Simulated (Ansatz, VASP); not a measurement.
**Two plane-wave programs on NaP6**

```xyz
7
Lattice="6.8661 0.0000 0.0000 -3.4331 5.9462 0.0000 0.0000 0.0000 3.6613" Properties=species:S:1:pos:R:3 pbc="T T T"
Na    0.0000    0.0000    1.8306
P     4.5374    0.0000    0.0000
P     1.1643    2.0167    0.0000
P    -2.2687    3.9295    0.0000
P     2.3287    0.0000    0.0000
P    -1.1643    2.0167    0.0000
P     2.2687    3.9295    0.0000
```

Alike in both runs: functional PBE; dispersion D3(BJ); k mesh 6 × 6 × 10; occupations gaussian, width 0.1 eV; no spin polarisation.

Ansatz relaxed the structure, and its values are those at the end. VASP's run is a single point on that final structure, the one shown.

|  | VASP | Ansatz |
| --- | --- | --- |
| version | VASP 6.6.1 | Ansatz 0.2.0 |
| potentials or method | VASP PAW PBE potentials, release 64 (Na_pv, P) | scalar-relativistic, plane waves, PAW |
| plane-wave cutoff (eV) | 520 | 420 |
| valence electrons in the cell | 37 | 39 |

|  | VASP | Ansatz | Ansatz less VASP |
| --- | --- | --- | --- |
| gap on the k mesh at the Fermi level (eV) | none | none | - |
| pressure (GPa) | -0.1 | 0.0 | +0.13 |
| rms of the force components (eV/Å) | 0.010 | 0.001 | -0.0083 |

A gap of «none» marks a metal or a gap that the smearing closes. The two sets of potentials don't hold the same shells in valence.

Caveats: pairwise dispersion overbinds metals, which lowers pressure and volume.
